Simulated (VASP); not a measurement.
All values below come from PBEsol GGA, VASP's PBE PAW potentials (set 64) (plane waves; VASP).

VASP ran on this input.

File POSCAR:
```
MgS
1.0
  0.0000000000   2.4417691625   2.4417691625
  2.4417691625   0.0000000000   2.4417691625
  2.4417691625   2.4417691625   0.0000000000
Mg S
1 1
Cart
  0.0000000000   0.0000000000   0.0000000000
  2.4417691625   2.4417691625   2.4417691625
```

**INCAR**
```
! general
SYSTEM  = MgS
PREC    = Accurate
ENCUT   = 500
LREAL   = .False.
LASPH   = .True.

! electronic loop
EDIFF   = 1E-6
NELM    = 100
ALGO    = Normal

! smearing
ISMEAR  = 0
SIGMA   = 0.05

! functional
GGA     = PS

! ions
IBRION  = 2
NSW     = 40
ISIF    = 3
EDIFFG  = -0.02
PSTRESS = 300

! output
LWAVE   = .False.
LCHARG  = .False.
```

KPOINTS:
```
Automatic mesh
0
Gamma
  9 9 9
```

POTCAR, in this order: Mg S (PBE.64 set). Program: vasp_std.

Energy and stress use the plane-wave basis of the starting cell.

Question: What does the run give for the energy per atom (σ→0), volume per atom?

Answer: 
```yaml
energy per atom (σ→0): -4.261 eV/atom
volume_per_atom: 13.74 Å³/atom
```

**OSZICAR**
```
...
DAV:   1    -0.866595107835E+01   -0.63100E+00   -0.31250E+00   688   0.119E+01    0.315E+00
DAV:   2    -0.854179290342E+01    0.12416E+00   -0.31095E-01   560   0.336E+00    0.120E+00
DAV:   3    -0.852307824308E+01    0.18715E-01   -0.91441E-02   608   0.176E+00    0.627E-01
DAV:   4    -0.852289187855E+01    0.18636E-03   -0.67237E-04   600   0.235E-01    0.535E-01
DAV:   5    -0.852251884434E+01    0.37303E-03   -0.26093E-04   672   0.129E-01    0.871E-02
DAV:   6    -0.852251395524E+01    0.48891E-05   -0.56303E-06   672   0.205E-02    0.322E-02
DAV:   7    -0.852251397191E+01   -0.16669E-07   -0.35749E-07   352   0.397E-03
   3 F= -.33788207E+01 E0= -.33788207E+01  d E =-.553844E-01
```

The structure was generated: MgS was put into the rock salt type (Fm-3m), which need not be its known phase. This run relaxes it under an external pressure of 30 GPa. Symmetry was kept, so distortions that lower it aren't found.
